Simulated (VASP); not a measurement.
Data:

```xyz
6
Lattice="3.4732 0.0000 0.0000 0.0000 10.4524 0.0000 0.0000 0.0000 3.4105" Properties=species:S:1:pos:R:3 pbc="T T T"
Pt     0.0000     0.0000     1.7053
Pt     1.7366     5.2262     0.0000
Cl     3.0927     8.9818     0.0000
Cl     0.3805     1.4706     0.0000
Cl     1.3561     6.6968     1.7053
Cl     2.1171     3.7556     1.7053
```

Level of theory: LDA (Ceperley-Alder, Perdew-Zunger), VASP's LDA PAW potentials (set 64) (plane waves; VASP). Numerical set-up: 400 eV cut-off, Gaussian smearing of 0.050 eV, potentials Pt Cl.

Unless said otherwise, spin-orbit coupling is left out, though it shifts the bands of the heavy elements here.

Q: Give the energies of bands 14 to 27 at the high-symmetry points, in eV from the valence-band maximum.

A: 
```csv
band,Γ,X,S,Y,Z,U,R,T
14,-3.24,-3.62,-3.62,-3.43,-4.14,-4.92,-5.02,-4.14
15,-2.69,-3.16,-3.10,-2.92,-2.61,-3.58,-3.74,-2.60
16,-2.67,-3.16,-3.10,-2.92,-2.61,-3.58,-3.74,-2.60
17,-2.59,-2.59,-2.60,-2.59,-2.45,-2.44,-2.42,-2.46
18,-2.56,-2.59,-2.60,-2.59,-2.45,-2.44,-2.42,-2.46
19,-2.42,-2.14,-2.14,-2.29,-2.25,-2.28,-2.27,-2.25
20,-2.19,-2.14,-2.14,-2.29,-2.25,-2.28,-2.27,-2.25
21,-1.70,-0.52,-0.62,-1.70,-1.64,-0.81,-0.72,-1.65
22,-1.70,-0.52,-0.62,-1.70,-1.64,-0.81,-0.72,-1.65
23,-0.39,-0.10,-0.06,-0.21,-0.30,0.00,-0.03,-0.30
24,-0.06,-0.10,-0.06,-0.21,-0.30,0.00,-0.03,-0.30
25,1.16,1.63,1.63,1.57,1.55,1.53,1.40,1.50
26,1.98,1.63,1.63,1.57,1.55,1.53,1.40,1.50
27,3.56,4.30,4.47,4.22,4.33,3.15,3.38,4.54
```

The gap is indirect, 0.59 eV, from the valence maximum at U to the conduction minimum at Γ-Z at 0.50.

The structure comes from a computed database's PtCl2 entry (Pnnm); how it stands against other phases isn't given here. It was relaxed first, which changed the volume by -14 %.
